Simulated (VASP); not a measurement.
```yaml
crystal:
  lattice:
    - [0.00000, 2.94954, 2.94954]
    - [2.94954, 0.00000, 2.94954]
    - [2.94954, 2.94954, 0.00000]
  atoms:
    - { symbol: Al, position: [0.25000, 0.25000, 0.25000] }
    - { symbol: Al, position: [0.75000, 0.75000, 0.75000] }
    - { symbol: Pd, position: [0.00000, 0.00000, 0.00000] }
```

Method: PBEsol GGA, VASP's PBE PAW potentials (set 64) (plane waves; VASP). Run with 300 eV cut-off, 7×7×7 Γ-centred mesh, Gaussian smearing of 0.14 eV, potentials Al Pd.

Task: What does the run give for the energy per atom (σ→0), band gap (on the k-mesh) with the smallest direct gap where there is one?

Result: 
```
Property                                                    Result
------------------------  ----------------------------------------
band gap (on the k-mesh)  none (metal, semimetal or under 0.01 eV)
energy per atom (σ→0)                               -5.320 eV/atom
```

Only differences to runs with the same potentials and settings are physical.

The structure comes from a computed database's Al2Pd entry; how it stands against other phases isn't given here. The cell was not relaxed at this level.
